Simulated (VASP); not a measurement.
VASP input:

File KPOINTS:
```
Automatic mesh
0
Gamma
5 5 7
0 0 0
```

**POSCAR**
```
MnF2
1
    5.1227771547     0.0000000000     0.0000000000
    0.0000000000     5.1227771547     0.0000000000
    0.0000000000     0.0000000000     3.4323656369
Mn F
2 4
Direct
  0.0000000000   0.0000000000   0.0000000000
  0.5000000000   0.5000000000   0.5000000000
  0.3042934303   0.3042934303   0.0000000000
  0.8042934303   0.1957065697   0.5000000000
  0.1957065697   0.8042934303   0.5000000000
  0.6957065697   0.6957065697   0.0000000000
```

INCAR:
```
SYSTEM = MnF2
PREC = Accurate
ENCUT = 520
EDIFF = 1E-7
NELM = 100
ALGO = Normal
LREAL = .FALSE.
LASPH = .TRUE.
ISMEAR = 0
SIGMA = 0.05
GGA = RP
LMAXMIX = 4
ISPIN = 2
MAGMOM = 4.6 -4.6 -0.0 0.0 0.0 -0.0
LORBIT = 10
LWAVE = .FALSE.
LCHARG = .FALSE.
ISIF = 4
IBRION = 2
NSW = 30
EDIFFG = -0.01
```

POTCAR, in this order: Mn_pv F (PBE.64 set). Program: vasp_std.

### Question
Translate this RPBE calculation to Quantum ESPRESSO's pw.x.

### Answer
One equivalent input (not run):
```
&CONTROL
  calculation = 'vc-relax'
  pseudo_dir = './pseudo'
  outdir = './out'
  tprnfor = .true.
  tstress = .true.
  nstep = 30
  forc_conv_thr = 0.00039
/
&SYSTEM
  ibrav = 0
  nat = 6
  ntyp = 3
  ecutwfc = 96
  occupations = 'smearing'
  smearing = 'gaussian'
  degauss = 0.003675
  input_dft = 'rpbe'
  nspin = 2
  starting_magnetization(1) = 0.46
  starting_magnetization(2) = -0.46
/
&ELECTRONS
  conv_thr = 7.3e-09
  electron_maxstep = 100
/
&IONS
/
&CELL
  cell_dofree = 'shape'
/
ATOMIC_SPECIES
  Mn1 54.938 Mn.upf
  Mn2 54.938 Mn.upf
  F 18.998 F.upf
CELL_PARAMETERS angstrom
     5.1227772    0.0000000    0.0000000
     0.0000000    5.1227772    0.0000000
     0.0000000    0.0000000    3.4323656
ATOMIC_POSITIONS crystal
  Mn1  0.0000000  0.0000000  0.0000000
  Mn2  0.5000000  0.5000000  0.5000000
  F    0.3042934  0.3042934  0.0000000
  F    0.8042934  0.1957066  0.5000000
  F    0.1957066  0.8042934  0.5000000
  F    0.6957066  0.6957066  0.0000000
K_POINTS automatic
  5 5 7 0 0 0
```
What does not carry over: the potentials are each code's own (VASP's PAW set, PseudoDojo norm-conserving files in pw.x), so ENCUT and ecutwfc are chosen apart and not converted; conv_thr bounds pw.x's estimated SCF error, while EDIFF bounds the energy change between steps; starting_magnetization is a fraction of the valence charge and MAGMOM a moment in μB, so they match only roughly; forc_conv_thr acts on force components and is met together with etot_conv_thr.

The compound is MnF2 in the rutile structure. This cell is one point of a volume scan, at 1.06 of the reference volume. Symmetry was kept, so distortions that lower it aren't found.
